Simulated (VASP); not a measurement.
```xyz
3
Lattice="0.0000 2.3415 2.3415 2.3415 0.0000 2.3415 2.3415 2.3415 0.0000" Properties=species:S:1:pos:R:3 pbc="T T T"
Li     1.1707     1.1707     1.1707
Li     3.5122     3.5122     3.5122
O      0.0000     0.0000     0.0000
```

The numbers are results of vdW-DF-cx, VASP's PBE PAW potentials (set 64) (plane waves; VASP), not measurements. Run with 520 eV cut-off, 8×8×8 Γ-centred mesh, Gaussian smearing of 0.050 eV, potentials Li_sv O.

### Question
The job: Li2O (antifluorite), 3 atoms, vdW-DF-cx, static run, 520 eV, 8×8×8 Γ-centred mesh. Roughly how much core time does it take on a busy server core?

### Answer
About 20 core-seconds (one run on a shared machine, a rough figure). It had 29 irreducible k-points, 10 bands, up to 701 plane waves and 14 electronic steps.

The compound is Li2O in the antifluorite structure. This cell is one point of a volume scan, at 1.03 of the reference volume.
